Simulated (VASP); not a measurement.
Sn:

```xyz
2
Lattice="0.0000 3.2333 3.2333 3.2333 0.0000 3.2333 3.2333 3.2333 0.0000" Properties=species:S:1:pos:R:3 pbc="T T T"
Sn    0.0000    0.0000    0.0000
Sn    1.6167    1.6167    1.6167
```

This isn't the form of Sn at room conditions, which is tetragonal (white tin).

```yaml
Program: VASP 6.6.1
Task: relaxation of cell and atoms
Functional: PBE
Potentials_or_basis: VASP PAW PBE potentials, release 64 (Sn_d)
Cutoff: 600 eV
k_mesh: 10 × 10 × 10
Occupations: gaussian, width 0.03 eV
Spin: no spin polarisation
```

At the start: pressure 3.8 GPa; volume 33.80 Å³/atom.

Task: How do energy, volume and symmetry change on relaxing?

Result: Over 3 steps the energy falls by 32.2 meV/atom and the volume is 36.80 Å³/atom (+8.9 %); space group Fd-3m (No. 227, to 0.05 Å).

The path:
```tsv
step	energy change (eV)	largest force (eV/Å)	pressure (GPa)	volume (Å³)
1	0.0000	0.0000	3.76	67.61
2	-0.0587	0.0000	-0.90	75.67
3	-0.0645	0.0000	0.00	73.60
```

Final structure:
```
CELL_PARAMETERS angstrom
0.00000 3.32616 3.32616
3.32616 0.00000 3.32616
3.32616 3.32616 0.00000
ATOMIC_POSITIONS crystal
Sn 0.00000 0.00000 0.00000
Sn 0.25000 0.25000 0.25000
```
